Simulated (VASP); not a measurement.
A VASP calculation is set up with these files.

**KPOINTS**
```
kpoints
0
gamma
  8 8 8
```

INCAR:
```
ALGO = Normal
EDIFF = 1E-6
EDIFFG = -0.01
ENCUT = 520
IBRION = 2
ISIF = 3
ISMEAR = 0
LASPH = .TRUE.
LCHARG = .FALSE.
LMAXMIX = 6
LREAL = .FALSE.
LWAVE = .FALSE.
NELM = 100
NSW = 60
PREC = Accurate
SIGMA = 0.05
SYSTEM = HgO
```

File POSCAR:
```
HgO
1
    0.0000000000     2.4706070000     2.4706070000
    2.4706070000     0.0000000000     2.4706070000
    2.4706070000     2.4706070000     0.0000000000
O Hg
1 1
Direct
  0.2500000000   0.2500000000   0.2500000000
  0.0000000000   0.0000000000   0.0000000000
```

POTCAR, in this order: O Hg (LDA.64 set). Program: vasp_std.

Task: Write an equivalent input for Quantum ESPRESSO's pw.x.

Result: One equivalent input (not run):
```
&CONTROL
  calculation = 'vc-relax'
  pseudo_dir = './pseudo'
  outdir = './out'
  tprnfor = .true.
  tstress = .true.
  nstep = 60
  forc_conv_thr = 0.00039
/
&SYSTEM
  ibrav = 0
  nat = 2
  ntyp = 2
  ecutwfc = 84
  occupations = 'smearing'
  smearing = 'gaussian'
  degauss = 0.003675
  input_dft = 'pz'
/
&ELECTRONS
  conv_thr = 7.3e-08
  electron_maxstep = 100
/
&IONS
/
&CELL
/
ATOMIC_SPECIES
  O 15.999 O.upf
  Hg 200.592 Hg.upf
CELL_PARAMETERS angstrom
     0.0000000    2.4706070    2.4706070
     2.4706070    0.0000000    2.4706070
     2.4706070    2.4706070    0.0000000
ATOMIC_POSITIONS crystal
  O    0.2500000  0.2500000  0.2500000
  Hg   0.0000000  0.0000000  0.0000000
K_POINTS automatic
  8 8 8 0 0 0
```
The two are equivalent in intent, not identical: the potentials are each code's own (VASP's PAW set, PseudoDojo norm-conserving files in pw.x), so ENCUT and ecutwfc are chosen apart and not converted; conv_thr bounds pw.x's estimated SCF error, while EDIFF bounds the energy change between steps; forc_conv_thr acts on force components and is met together with etot_conv_thr.

The structure was generated: HgO was put into the zincblende type (F-43m), which need not be its known phase. This run relaxes it. Symmetry was kept, so distortions that lower it aren't found.
